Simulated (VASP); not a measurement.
OSZICAR of a VASP run on Cd31Te32:

### OSZICAR
```
       N       E                     dE             d eps       ncg     rms          rms(c)
DAV:   1     0.459735370546E+04    0.45974E+04   -0.23871E+05  1368   0.125E+03
DAV:   2     0.229472699520E+03   -0.43679E+04   -0.41751E+04  1520   0.346E+02
DAV:   3    -0.148920465752E+03   -0.37839E+03   -0.37273E+03  1544   0.102E+02
DAV:   4    -0.157820451930E+03   -0.89000E+01   -0.88641E+01  1512   0.144E+01
DAV:   5    -0.158062784874E+03   -0.24233E+00   -0.24227E+00  1568   0.220E+00    0.274E+01
RMM:   6    -0.150907041086E+03    0.71557E+01   -0.17137E+01  1360   0.652E+00    0.225E+01
RMM:   7    -0.150460645224E+03    0.44640E+00   -0.70732E+00  1360   0.278E+00    0.765E+00
RMM:   8    -0.150485211855E+03   -0.24567E-01   -0.41136E-01  1360   0.111E+00    0.215E+00
RMM:   9    -0.150480497815E+03    0.47140E-02   -0.55187E-02  1365   0.358E-01    0.127E+00
RMM:  10    -0.150479902778E+03    0.59504E-03   -0.15891E-02  1374   0.167E-01    0.569E-01
RMM:  11    -0.150480484744E+03   -0.58197E-03   -0.45279E-03  1392   0.100E-01    0.139E-01
RMM:  12    -0.150480763189E+03   -0.27845E-03   -0.78003E-04  1399   0.431E-02    0.786E-02
RMM:  13    -0.150480804139E+03   -0.40950E-04   -0.17730E-04  1133   0.215E-02    0.424E-02
RMM:  14    -0.150480820480E+03   -0.16341E-04   -0.55381E-05  1049   0.101E-02    0.335E-02
RMM:  15    -0.150480813472E+03    0.70078E-05   -0.23042E-05   904   0.634E-03
   1 F= -.15048081E+03 E0= -.15044227E+03  d E =-.150481E+03  mag=     1.0000
       N       E                     dE             d eps       ncg     rms          rms(c)
DAV:   1    -0.150488096883E+03   -0.72764E-02   -0.10153E+00  1464   0.152E+00    0.247E-01
RMM:   2    -0.150489218120E+03   -0.11212E-02   -0.12802E-02  1360   0.161E-01    0.744E-02
RMM:   3    -0.150489370868E+03   -0.15275E-03   -0.16431E-03  1360   0.617E-02    0.688E-02
RMM:   4    -0.150489380837E+03   -0.99694E-05   -0.27111E-04  1281   0.246E-02    0.516E-02
RMM:   5    -0.150489379228E+03    0.16087E-05   -0.85346E-05  1098   0.125E-02
   2 F= -.15048938E+03 E0= -.15045083E+03  d E =-.856576E-02  mag=     1.0000
       N       E                     dE             d eps       ncg     rms          rms(c)
DAV:   1    -0.150496159474E+03   -0.67786E-02   -0.91400E+00  1408   0.455E+00    0.745E-01
RMM:   2    -0.150506110225E+03   -0.99508E-02   -0.11404E-01  1360   0.482E-01    0.217E-01
RMM:   3    -0.150507496558E+03   -0.13863E-02   -0.14669E-02  1360   0.185E-01    0.200E-01
RMM:   4    -0.150507626332E+03   -0.12977E-03   -0.26107E-03  1376   0.737E-02    0.155E-01
RMM:   5    -0.150507606822E+03    0.19511E-04   -0.46432E-04  1321   0.336E-02    0.690E-02
RMM:   6    -0.150507621149E+03   -0.14327E-04   -0.15913E-04  1225   0.173E-02    0.206E-02
RMM:   7    -0.150507618504E+03    0.26449E-05   -0.24030E-05   860   0.665E-03
   3 F= -.15050762E+03 E0= -.15046907E+03  d E =-.268050E-01  mag=     1.0000
       N       E                     dE             d eps       ncg     rms          rms(c)
DAV:   1    -0.150468184300E+03    0.39437E-01   -0.36568E+01  1424   0.910E+00    0.149E+00
RMM:   2    -0.150508278933E+03   -0.40095E-01   -0.45884E-01  1360   0.971E-01    0.428E-01
RMM:   3    -0.150514094548E+03   -0.58156E-02   -0.61744E-02  1368   0.369E-01    0.406E-01
RMM:   4    -0.150514342393E+03   -0.24784E-03   -0.74798E-03  1372   0.140E-01    0.326E-01
RMM:   5    -0.150514221432E+03    0.12096E-03   -0.22618E-03  1360   0.714E-02    0.107E-01
RMM:   6    -0.150514287073E+03   -0.65641E-04   -0.51160E-04  1344   0.311E-02    0.507E-02
RMM:   7    -0.150514277313E+03    0.97600E-05   -0.80092E-05  1046   0.122E-02
   4 F= -.15051428E+03 E0= -.15047574E+03  d E =-.334638E-01  mag=     1.0000
       N       E                     dE             d eps       ncg     rms          rms(c)
DAV:   1    -0.150510221565E+03    0.40655E-02   -0.50283E+00  1408   0.337E+00    0.579E-01
RMM:   2    -0.150515578000E+03   -0.53564E-02   -0.61632E-02  1360   0.355E-01    0.155E-01
RMM:   3    -0.150516331785E+03   -0.75378E-03   -0.78759E-03  1360   0.136E-01    0.143E-01
RMM:   4    -0.150516404126E+03   -0.72341E-04   -0.13762E-03  1376   0.540E-02    0.113E-01
RMM:   5    -0.150516397874E+03    0.62518E-05   -0.25272E-04  1278   0.247E-02    0.458E-02
RMM:   6    -0.150516409694E+03   -0.11820E-04   -0.74406E-05  1096   0.120E-02    0.143E-02
RMM:   7    -0.150516409013E+03    0.68136E-06   -0.11619E-05   767   0.480E-03
   5 F= -.15051641E+03 E0= -.15047786E+03  d E =-.355955E-01  mag=     1.0000
       N       E                     dE             d eps       ncg     rms          rms(c)
DAV:   1    -0.150522938995E+03   -0.65293E-02   -0.33138E+00  1408   0.280E+00    0.283E-01
RMM:   2    -0.150525085339E+03   -0.21463E-02   -0.24390E-02  1360   0.248E-01    0.970E-02
RMM:   3    -0.150525409988E+03   -0.32465E-03   -0.33506E-03  1360   0.945E-02    0.905E-02
RMM:   4    -0.150525432948E+03   -0.22960E-04   -0.54828E-04  1376   0.361E-02    0.752E-02
RMM:   5    -0.150525420696E+03    0.12252E-04   -0.91595E-05  1212   0.162E-02    0.361E-02
RMM:   6    -0.150525423043E+03   -0.23470E-05   -0.36978E-05   950   0.886E-03
   6 F= -.15052542E+03 E0= -.15048687E+03  d E =-.901403E-02  mag=     1.0000
       N       E                     dE             d eps       ncg     rms          rms(c)
DAV:   1    -0.150524210087E+03    0.12106E-02   -0.29842E+01  1376   0.841E+00    0.852E-01
RMM:   2    -0.150543835983E+03   -0.19626E-01   -0.22362E-01  1360   0.755E-01    0.302E-01
RMM:   3    -0.150546973764E+03   -0.31378E-02   -0.32133E-02  1368   0.285E-01    0.286E-01
RMM:   4    -0.150547059971E+03   -0.86207E-04   -0.36290E-03  1368   0.104E-01    0.237E-01
RMM:   5    -0.150546950417E+03    0.10955E-03   -0.10803E-03  1360   0.531E-02    0.879E-02
RMM:   6    -0.150546990959E+03   -0.40542E-04   -0.23479E-04  1321   0.234E-02    0.456E-02
RMM:   7    -0.150546983305E+03    0.76533E-05   -0.38845E-05   931   0.869E-03
   7 F= -.15054698E+03 E0= -.15050842E+03  d E =-.305743E-01  mag=     1.0000
       N       E                     dE             d eps       ncg     rms          rms(c)
DAV:   1    -0.150468779713E+03    0.78211E-01   -0.11951E+02  1392   0.168E+01    0.171E+00
RMM:   2    -0.150549084897E+03   -0.80305E-01   -0.91553E-01  1360   0.156E+00    0.612E-01
RMM:   3    -0.150561668949E+03   -0.12584E-01   -0.12932E-01  1368   0.571E-01    0.572E-01
RMM:   4    -0.150562013070E+03   -0.34412E-03   -0.14489E-02  1368   0.210E-01    0.485E-01
RMM:   5    -0.150561535895E+03    0.47717E-03   -0.40140E-03  1360   0.104E-01    0.207E-01
RMM:   6    -0.150561698421E+03   -0.16253E-03   -0.11854E-03  1379   0.515E-02    0.933E-02
RMM:   7    -0.150561679833E+03    0.18588E-04   -0.14888E-04  1202   0.176E-02    0.606E-02
RMM:   8    -0.150561650723E+03    0.29110E-04   -0.25225E-04  1331   0.225E-02    0.225E-02
RMM:   9    -0.150561651024E+03   -0.30109E-06   -0.18885E-05   839   0.772E-03
   8 F= -.15056165E+03 E0= -.15052309E+03  d E =-.452420E-01  mag=     1.0000
       N       E                     dE             d eps       ncg     rms          rms(c)
DAV:   1    -0.150560213641E+03    0.14371E-02   -0.21910E+00  1440   0.227E+00    0.243E-01
RMM:   2    -0.150561626618E+03   -0.14130E-02   -0.16153E-02  1360   0.202E-01    0.777E-02
RMM:   3    -0.150561843167E+03   -0.21655E-03   -0.22028E-03  1360   0.768E-02    0.728E-02
RMM:   4    -0.150561859226E+03   -0.16060E-04   -0.35547E-04  1359   0.293E-02    0.603E-02
RMM:   5    -0.150561854417E+03    0.48092E-05   -0.64816E-05  1131   0.134E-02
   9 F= -.15056185E+03 E0= -.15052329E+03  d E =-.454454E-01  mag=     1.0000
       N       E                     dE             d eps       ncg     rms          rms(c)
DAV:   1    -0.150561603251E+03    0.25598E-03   -0.36280E-01  1432   0.925E-01    0.971E-02
RMM:   2    -0.150561840083E+03   -0.23683E-03   -0.26382E-03  1360   0.814E-02    0.292E-02
RMM:   3    -0.150561871766E+03   -0.31683E-04   -0.34722E-04  1328   0.304E-02    0.300E-02
RMM:   4    -0.150561873191E+03   -0.14246E-05   -0.56671E-05   989   0.115E-02
  10 F= -.15056187E+03 E0= -.15052331E+03  d E =-.454642E-01  mag=     1.0000
       N       E                     dE             d eps       ncg     rms          rms(c)
DAV:   1    -0.150562741230E+03   -0.86946E-03   -0.25319E+00  1408   0.251E+00    0.282E-01
RMM:   2    -0.150564214336E+03   -0.14731E-02   -0.17244E-02  1360   0.232E-01    0.774E-02
RMM:   3    -0.150564436714E+03   -0.22238E-03   -0.23973E-03  1360   0.887E-02    0.669E-02
RMM:   4    -0.150564444646E+03   -0.79320E-05   -0.35357E-04  1365   0.339E-02    0.478E-02
RMM:   5    -0.150564445233E+03   -0.58793E-06   -0.10191E-04  1292   0.173E-02    0.130E-02
RMM:   6    -0.150564447241E+03   -0.20073E-05   -0.18241E-05   863   0.643E-03
  11 F= -.15056445E+03 E0= -.15052588E+03  d E =-.257405E-02  mag=     1.0000
```

Task: Which electronic solver shows in the log?

Result: It is blocked Davidson (ALGO = Normal, or the opening steps of other solvers) and then RMM-DIIS (ALGO = Fast or VeryFast). The INCAR had ALGO = Fast.

Task: How was spin treated?

Result: Collinear spin (ISPIN = 2): the summary line carries one mag value, 1.00 μB in the cell.

Task: Can the final energy be trusted as converged?

Result: The calculation finished and met its thresholds. It stopped with EDIFF = 1E-5, NELM = 100, NSW = 120 and EDIFFG = -0.03 after 11 ionic steps (PBE GGA, plane waves, VASP's PBE PAW potentials (set 64)). The cell is charged, with a uniform compensating background. The supercell is sampled at Γ alone, which is coarse: total energies, pressure and levels can be off, energies of defects by several tenths of an eV.

The cell is a supercell with a defect, built from CdTe (zinc blende): vac_Cd, charge +1. The total moment is imposed (NUPDOWN), so this need not be the lowest spin state.
